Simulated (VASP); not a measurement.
Here is the system:

```xyz
6
Lattice="-1.8733 1.8733 4.7325 1.8733 -1.8733 4.7325 1.8733 1.8733 -4.7325" Properties=species:S:1:pos:R:3 pbc="T T T"
Ti     0.0000     1.8733     2.3662
Ti     0.0000     0.0000     0.0000
O      0.0000     1.8733     0.3964
O      0.0000     0.0000     7.4952
O      0.0000     0.0000     1.9698
O      0.0000     1.8733     4.3360
```

Method: LDA (Ceperley-Alder, Perdew-Zunger), VASP's LDA PAW potentials (set 64) (plane waves; VASP). Run with 620 eV cut-off, 8×8×8 Γ-centred mesh, Gaussian smearing of 0.050 eV, potentials Ti_sv O.

Task: What does the run give for the energy per atom (σ→0)?

Result: 
The energy per atom (σ→0) is -9.808 eV/atom.

The absolute energy has meaning only against runs of the same code, potentials and settings.

The compound is TiO2 in the anatase structure, one of several forms; rutile is the usual stable one. It was relaxed first.
